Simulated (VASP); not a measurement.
```yaml
crystal:
  lattice:
    - [0.00000, 3.26377, 3.26377]
    - [3.26377, 0.00000, 3.26377]
    - [3.26377, 3.26377, 0.00000]
  atoms:
    - { symbol: Na, position: [0.00000, 0.00000, 0.00000] }
    - { symbol: I, position: [0.50000, 0.50000, 0.50000] }
```

Computed with PW91 GGA, VASP's PBE PAW potentials (set 64) (plane waves; VASP 6.6.1). Settings: 520 eV cut-off, 8×8×8 Γ-centred mesh, tetrahedra with Blöchl corrections, potentials Na_pv I.

Unless said otherwise, spin-orbit coupling is left out, though it shifts the bands of the heavy elements here.

**Question.** What does the run give for the energy per atom (σ→0), band gap (on the k-mesh) with the smallest direct gap where there is one?

**Answer.** 
band gap (on the k-mesh): 3.60 eV
smallest direct gap (on the k-mesh): 3.60 eV
energy per atom (σ→0): -2.721 eV/atom

The compound is NaI in the rock salt structure. It was relaxed first.
